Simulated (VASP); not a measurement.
Crystal: RuS.

```
CELL_PARAMETERS angstrom
0.00000 2.76430 2.76430
2.76430 0.00000 2.76430
2.76430 2.76430 0.00000
ATOMIC_POSITIONS crystal
Ru 0.00000 0.00000 0.00000
S 0.25000 0.25000 0.25000
```

The cell comes from a database or a generator and needn't be the stable form of this composition.

Base run:

```yaml
Program: VASP 6.6.1
Functional: PBEsol
Potentials_or_basis: VASP PAW PBE potentials, release 64 (Ru_pv, S)
Cutoff: 520 eV
k_mesh: 6 × 6 × 6
Occupations: gaussian, width 0.05 eV
Spin: collinear spin, ferromagnetic start
Starting_moments: "[1.0, 0.0] μB"
Hubbard_terms: Ru d U = 2 eV
```

Its results: band gap on the k mesh none (metal or under the smearing width); pressure -20.3 GPa; net moment 0.60 μB per cell; site moments Ru +0.59; S -0.02 μB.

Task: The run is repeated on the same cell with these changes: hubbard terms from Ru d U = 2 eV to Ru d U = 7 eV. What comes out?

Result: Band gap on the k mesh none (metal or under the smearing width); pressure 1.0 GPa; net moment 2.00 μB per cell; site moments Ru +2.06; S -0.24 μB.

Caveats: the PAW data sets were made with another functional, which shifts forces and pressure a little.
